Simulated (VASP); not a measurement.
Input:

```
SnO
1.0
    3.86779     0.00000     0.00000
    0.00000     3.86779     0.00000
    0.00000     0.00000     5.05264
Sn O
2 2
Direct
  0.50000   0.00000   0.76982
  0.00000   0.50000   0.23018
  0.50000   0.50000   0.00000
  0.00000   0.00000   0.00000
```

Level of theory: PBE GGA, VASP's PBE PAW potentials (set 64) (plane waves; VASP). Numerical set-up: 600 eV cut-off, 6×6×4 Γ-centred mesh, Gaussian smearing of 0.050 eV, potentials Sn_d O.

Energy and stress use the plane-wave basis of the starting cell. Without a dispersion term in the relaxation, distances and binding between the weakly bound layers, chains or molecules are unreliable, and so is what depends on them.

Q: The ions, cell shape and volume at an external pressure of 2.0 GPa are relaxed. Predict the relaxed structure.

A: 
```
SnO
1.0
    3.83504     0.00000     0.00000
    0.00000     3.83504     0.00000
    0.00000     0.00000     4.76149
Sn O
2 2
Cartesian
  1.91752   0.00000   3.59785
  3.83504   1.91752   1.16364
  1.91752   1.91752   0.00000
  0.00000   0.00000   0.00000
```
Space group P4/nmm (129), at a tolerance of 0.03 Å.

Q: How do energy and volume change from the first to the last step?

A: The energy (σ→0) changes by +7.7 meV/atom and the volume by -7.4 %, in 12 ionic steps.

The compound is SnO in the litharge structure. This run relaxes it under an external pressure of 2 GPa. Symmetry was kept, so distortions that lower it aren't found. The k-mesh is coarse (spacing up to 0.33 per Å, 2π included), so the numbers may not be converged in it.
